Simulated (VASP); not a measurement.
Runs of VASP 6.6.1 on CsTaS2. It takes space group P-6m2 (No. 187, hexagonal). Conventional cell: a = 3.542 Å, b = 3.542 Å, c = 8.268 Å, α = 90.00°, β = 90.00°, γ = 120.00°. Around Cs (site symmetry -6m2) lie 6 S at 3.33 Å and 6 Cs at 3.54 Å. Around Ta (site symmetry -6m2) lie 6 S at 2.54 Å. Around S (site symmetry 3m) lie 3 Ta at 2.54 Å. The cell was built by a generator and needn't be a form met in nature.

| level | gap on the mesh (eV) | pressure (GPa) | relaxed volume (Å³/atom) | largest force (eV/Å) |
| --- | --- | --- | --- | --- |
| AM05 | 0.22 | -0.1 | 21.62 | - |
| vdW-DF-cx | 0.30 | 0.0 | (c) | - |
| optB88-vdW | 0.33 | 0.0 | 22.44 | 0.01 |
| rev-vdW-DF2 | (a) | 0.0 | 22.02 | 0.01 |
| PW91 | 0.30 | 0.0 | (b) | 0.01 |

Alike in all rows: task relaxation of cell and atoms; potentials or basis VASP PAW PBE potentials, release 64 (Cs_sv, Ta_pv, S); no spin polarisation; cell relaxed; k mesh 7 × 7 × 3; cutoff (eV) 600; smearing fermi-dirac 0.05 eV.

Task: Estimate the missing entries.

Result: (a) 0.28; (b) 22.58; (c) 21.65.

Caveats: the PAW data sets were made with another functional, which shifts forces and pressure a little; spin-orbit coupling is left out, which moves the levels of the heavy elements; an odd mesh through Γ misses points on the zone boundary, where band edges often lie.

A k mesh can miss the band edges, and the runs leave out spin-orbit coupling on Cs, Ta.
